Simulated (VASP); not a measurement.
All values below come from optB86b-vdW, VASP's PBE PAW potentials (set 64) (plane waves; VASP 6.6.1).

A VASP calculation is set up with these files.

**KPOINTS**
```
kpoints
0
Gamma
13 13 10
0 0 0
```

File POSCAR:
```
FePt
1
    2.7611499508     0.0000000000     0.0000000000
    0.0000000000     2.7611499508     0.0000000000
    0.0000000000     0.0000000000     3.8114722830
Fe Pt
1 1
Direct
  0.0000000000   0.0000000000   0.0000000000
  0.5000000000   0.5000000000   0.5000000000
```

**INCAR**
```
AGGAC = 0.0
ALGO = Normal
EDIFF = 1E-7
EDIFFG = -0.01
ENCUT = 520
GGA = MK
IBRION = 2
ISIF = 4
ISMEAR = 1
ISPIN = 2
LASPH = .TRUE.
LCHARG = .FALSE.
LMAXMIX = 6
LORBIT = 10
LREAL = .FALSE.
LUSE_VDW = .TRUE.
LWAVE = .FALSE.
MAGMOM = 2.9 0.3
NELM = 100
NSW = 30
PARAM1 = 0.1234
PARAM2 = 1.0
PREC = Accurate
SIGMA = 0.1
SYSTEM = FePt
```

POTCAR, in this order: Fe Pt (PBE.64 set). Program: vasp_std.

The run wrote:

File OSZICAR:
```
       N       E                     dE             d eps       ncg     rms          rms(c)
DAV:   1     0.980994293592E+02    0.98099E+02   -0.87217E+03 10352   0.131E+03
DAV:   2    -0.797831386496E+01   -0.10608E+03   -0.95021E+02 10389   0.254E+02
DAV:   3    -0.115179623570E+02   -0.35396E+01   -0.34242E+01 12460   0.556E+01
DAV:   4    -0.115554969506E+02   -0.37535E-01   -0.37519E-01 11659   0.495E+00
DAV:   5    -0.115564888290E+02   -0.99188E-03   -0.99186E-03 13285   0.917E-01    0.154E+01
DAV:   6    -0.133200112998E+02   -0.17635E+01   -0.16449E+01 10953   0.871E+01    0.274E+01
DAV:   7    -0.102168459836E+02    0.31032E+01   -0.10784E+01 12803   0.819E+01    0.816E+00
DAV:   8    -0.102118178616E+02    0.50281E-02   -0.45694E-01 12007   0.981E+00    0.407E+00
DAV:   9    -0.101314751304E+02    0.80343E-01   -0.11903E-01 14661   0.718E+00    0.163E+00
DAV:  10    -0.101214016696E+02    0.10073E-01   -0.34896E-02 15253   0.368E+00    0.619E-01
DAV:  11    -0.101208516164E+02    0.55005E-03   -0.14347E-03 12725   0.537E-01    0.269E-01
DAV:  12    -0.101207665499E+02    0.85067E-04   -0.18975E-04 13523   0.188E-01    0.605E-02
DAV:  13    -0.101207736227E+02   -0.70729E-05   -0.33331E-05 11904   0.789E-02    0.312E-02
DAV:  14    -0.101207748081E+02   -0.11854E-05   -0.19548E-06 13263   0.165E-02    0.193E-02
DAV:  15    -0.101207744138E+02    0.39431E-06   -0.27587E-06 13408   0.431E-02    0.504E-03
DAV:  16    -0.101207740279E+02    0.38586E-06   -0.58346E-07 11419   0.128E-02    0.147E-03
DAV:  17    -0.101207739424E+02    0.85579E-07   -0.48243E-08  5607   0.240E-03
   1 F= -.10120774E+02 E0= -.10120638E+02  d E =-.101208E+02  mag=     3.2938
       N       E                     dE             d eps       ncg     rms          rms(c)
DAV:   1    -0.101209264154E+02   -0.15239E-03   -0.69097E-03 11298   0.673E-01    0.721E-02
DAV:   2    -0.101208851849E+02    0.41231E-04   -0.35311E-04 13490   0.449E-01    0.887E-02
DAV:   3    -0.101208320129E+02    0.53172E-04   -0.19132E-04 12827   0.374E-01    0.386E-02
DAV:   4    -0.101208152204E+02    0.16793E-04   -0.28678E-05 13740   0.643E-02    0.142E-02
DAV:   5    -0.101208146193E+02    0.60111E-06   -0.23039E-06 14557   0.274E-02    0.428E-03
DAV:   6    -0.101208143370E+02    0.28235E-06   -0.11441E-07  6317   0.395E-03    0.213E-03
DAV:   7    -0.101208143627E+02   -0.25700E-07   -0.35253E-08  5439   0.208E-03
   2 F= -.10120814E+02 E0= -.10120693E+02  d E =-.404203E-04  mag=     3.2914
```

OUTCAR:
```
------------------------ aborting loop because EDIFF is reached ----------------------------------------
  FORCE on cell =-STRESS in cart. coord.  units (eV):
  Direction    XX          YY          ZZ          XY          YZ          ZX
  --------------------------------------------------------------------------------------
  Total       -2.0393249     -2.0393249     -2.0153458      0.0000000      0.0000000      0.0000000
  in kB     -112.4408856   -112.4408856   -111.1187646      0.0000000      0.0000000      0.0000000
  external PRESSURE =    -112.0001786 kB  Pullay stress =       0.0000000 kB
  volume of cell :       29.06
      direct lattice vectors                 reciprocal lattice vectors
     2.759803064  0.000000000  0.000000000     0.362344695  0.000000000  0.000000000
     0.000000000  2.759803064  0.000000000     0.000000000  0.362344695  0.000000000
    -0.000000000  0.000000000  3.815193471     0.000000000  0.000000000  0.262109905
 POSITION                                       TOTAL-FORCE (eV/Angst)
 -----------------------------------------------------------------------------------
      0.00000      0.00000      0.00000        -0.000000      0.000000      0.000000
      1.37990      1.37990      1.90760         0.000000      0.000000      0.000000
 -----------------------------------------------------------------------------------
    total drift:                                0.000000      0.000000     -0.000000
  FREE ENERGIE OF THE ION-ELECTRON SYSTEM (eV)
  ---------------------------------------------------
  free  energy   TOTEN  =       -10.1208143627 eV

  energy  without entropy=      -10.1204499213  energy(sigma->0) =      -10.12069288

 total charge

# of ion       s       p       d       tot
------------------------------------------
    1        0.391   0.407   6.107   6.905
    2        0.688   0.596   8.037   9.322
--------------------------------------------------
tot          1.079   1.003  14.144  16.226

 magnetization (x)

# of ion       s       p       d       tot
------------------------------------------
    1        0.002  -0.007   2.946   2.941
    2       -0.024  -0.063   0.417   0.329
--------------------------------------------------
tot         -0.023  -0.070   3.363   3.270

 reached required accuracy - stopping structural energy minimisation
```
(Selected blocks of OUTCAR.)

**CONTCAR**
```
FePt
   1.00000000000000
     2.7598030642438616    0.0000000000000000    0.0000000000000000
     0.0000000000000000    2.7598030642438616    0.0000000000000000
    -0.0000000000000000    0.0000000000000000    3.8151934713286511
  Fe              Pt
     1     1
Direct
     0.0000000000000000    0.0000000000000000    0.0000000000000000
     0.5000000000000000    0.5000000000000000    0.5000000000000000
```

### OUTCAR
```
 val. band max:        7.8454452452   @ k =   0.4615   0.0000   0.0000

 cond. band min:       7.8521038727   @ k =   0.0000   0.0000   0.2000


 Fermi energy:         7.8518251277

 spin component 1

 k-point     1 :       0.0000    0.0000    0.0000
  band No.  band energies     occupation
      1      -1.2829      1.00000
      2       1.9452      1.00000
      3       2.1203      1.00000
      4       4.6293      1.00000
      5       4.6293      1.00000
      6       5.0307      1.00000
      7       5.8557      1.00000
      8       5.9674      1.00000
      9       7.3566      1.00000
     10       7.4175      1.00000
     11       7.4175      1.00000
     12       9.9986      0.00000
     13      16.8345      0.00000
     14      19.3780      0.00000
     15      19.3780      0.00000

 k-point     2 :       0.0769    0.0000    0.0000
  band No.  band energies     occupation
      1      -1.1345      1.00000
      2       2.0275      1.00000
      3       2.2151      1.00000
      4       4.5722      1.00000
      5       4.6695      1.00000
      6       5.0702      1.00000
      7       5.8226      1.00000
      8       5.9679      1.00000
      9       6.9758      1.00000
     10       7.2288      1.00000
     11       7.3820      1.00000
     12      10.5788      0.00000
     13      16.7351      0.00000
     14      18.5872      0.00000
     15      19.6466      0.00000

 k-point     3 :       0.1538    0.0000    0.0000
  band No.  band energies     occupation
      1      -0.7074      1.00000
      2       2.2189      1.00000
      3       2.5302      1.00000
      4       4.4074      1.00000
      5       4.7876      1.00000
      6       5.1564      1.00000
      7       5.7325      1.00000
      8       6.0012      1.00000
      9       6.1937      1.00000
     10       6.8940      1.00000
     11       7.2770      1.00000
     12      11.7842      0.00000
     13      16.0267      0.00000
...
```

Unless said otherwise, spin-orbit coupling is left out, though it shifts the bands of the heavy elements here.

The compound is FePt in the L1_0 structure. This cell is one point of a volume scan, at 1.06 of the reference volume. Symmetry was kept, so distortions that lower it aren't found.
